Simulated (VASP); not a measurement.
These are RPA correlation on PBE orbitals, VASP's PBE PAW potentials (set 64) (plane waves; VASP) values and carry that method's errors.

The input files of a VASP run:

**KPOINTS**
```
Automatic mesh
0
Gamma
4 4 4
0 0 0
```

**INCAR**
```
LWAVE = .FALSE.
ALGO = ACFDT
NBANDS = 568
PREC = Normal
GGA = PE
SIGMA = 0.01
LCHARG = .FALSE.
NOMEGA = 12
LASPH = .TRUE.
SYSTEM = SiC
ISMEAR = 0   ! Gaussian
LREAL = .FALSE.   ! projection in real space or not
ENCUTGW = 300
ENCUT = 500   ! plane-wave cut-off (eV)
```

POSCAR:
```
SiC
4.4173760
  0.0000000000   0.5000000000   0.5000000000
  0.5000000000   0.0000000000   0.5000000000
  0.5000000000   0.5000000000   0.0000000000
Si C
1 1
Direct
  0.0000000000   0.0000000000   0.0000000000
  0.2500000000   0.2500000000   0.2500000000
```

POTCAR, in this order: Si_GW C_GW_new (PBE.64 set). Program: vasp_std. Read from the step before: WAVECAR, WAVEDER.

Output of the run:

OUTCAR:
```
 ion  position               nearest neighbor table
   1  0.000  0.000  0.000-   2 1.91   2 1.91   2 1.91   2 1.91
   2  0.250  0.250  0.250-   1 1.91   1 1.91   1 1.91   1 1.91
  LATTYP: Found a face centered cubic cell.
 ALAT       =     4.4173760000
 Subroutine PRICEL returns:
 Original cell was already a primitive cell.
 Subroutine GETGRP returns: Found 24 space group operations
The static configuration has the point symmetry T_d .
The dynamic configuration has the point symmetry T_d .
 Subroutine INISYM returns: Found 24 space group operations
 Subroutine IBZKPT returns following result:
 Found      8 irreducible k-points:

 Following reciprocal coordinates:
            Coordinates               Weight
  0.000000  0.000000  0.000000      1.000000
  0.250000  0.000000  0.000000      8.000000
  0.500000  0.000000  0.000000      4.000000
  0.250000  0.250000  0.000000      6.000000
  0.500000  0.250000  0.000000     24.000000
 -0.250000  0.250000  0.000000     12.000000
  0.500000  0.500000  0.000000      3.000000
 -0.250000  0.500000  0.250000      6.000000
 Subroutine IBZKPT_HF returns following result:
   k-points           NKPTS =      8   k-points in BZ     NKDIM =     64   number of bands    NBANDS=    568
   number of dos      NEDOS =    301   number of ions     NIONS =      2
   total plane-waves  NPLWV =   5832
   dimension x,y,z NGX =    18 NGY =   18 NGZ =   18
   dimension x,y,z NGXF=    36 NGYF=   36 NGZF=   36
   ions per type =               1   1
   PREC   = normal    normal or accurate (medium, high low for compatibility)
   ISTART =      1    job   : 0-new  1-cont  2-samecut
   ICHARG =      0    charge: 1-file 2-atom 10-const
   ISPIN  =      1    spin polarized calculation?
   LNONCOLLINEAR =      F non collinear calculations
   LSORBIT =      F    spin-orbit coupling
   INIWAV =      1    electr: 0-lowe 1-rand  2-diag
   ENCUT  =  500.0 eV  36.75 Ry    6.06 a.u.   5.69  5.69  5.69*2*pi/ulx,y,z
   NELM   =     60;   NELMIN=  2; NELMDL=  0     # of ELM steps
...
```

**OSZICAR**
```
energies w=
    0.000    0.329    0.000    1.074    0.000    2.120    0.000    3.787
    0.000    6.634    0.000   11.692    0.000   20.940    0.000   38.312
    0.000   71.945    0.000  139.797    0.000  288.408    0.000  718.579
NQ=   1    0.0000    0.0000    0.0000,
 performed       1697000 updates of chi_q(r,r)
NQ=   2    0.2500    0.0000    0.0000,
 performed       3394000 updates of chi_q(r,r)
NQ=   3    0.5000    0.0000    0.0000,
 performed       5091000 updates of chi_q(r,r)
NQ=   4    0.2500    0.2500    0.0000,
 performed       6788000 updates of chi_q(r,r)
NQ=   5    0.5000    0.2500    0.0000,
 performed       8485000 updates of chi_q(r,r)
NQ=   6   -0.2500    0.2500    0.0000,
 performed      10182000 updates of chi_q(r,r)
NQ=   7    0.5000    0.5000    0.0000,
 performed      11879000 updates of chi_q(r,r)
NQ=   8   -0.2500    0.5000    0.2500,
 performed      13576000 updates of chi_q(r,r)
```

File OUTCAR:
```


      cutoff energy     smooth cutoff   RPA   correlation   Hartree contr. to MP2
---------------------------------------------------------------------------------
            300.000           240.000      -12.7344781894      -20.2683664635
            285.714           228.571      -12.7012361874      -20.2335930054
            272.109           217.687      -12.6655390236      -20.1961162328
            259.151           207.321      -12.6261154554      -20.1545789619
            246.811           197.449      -12.5839493804      -20.1099885267
            235.058           188.046      -12.5384107416      -20.0615984147
            223.865           179.092      -12.4882100203      -20.0080010131
            213.204           170.564      -12.4350534146      -19.9509088447
  linear regression
  converged value                          -13.1833908169      -20.7448295328
```
(Selected blocks of OUTCAR.)

The mesh is coarse, so the correlation energy is not converged in k-points.

The compound is SiC in the zinc blende structure. This cell is one point of a volume scan, at 1.04 of the reference volume. The k-mesh is coarse (spacing up to 0.62 per Å, 2π included), so the numbers may not be converged in it.
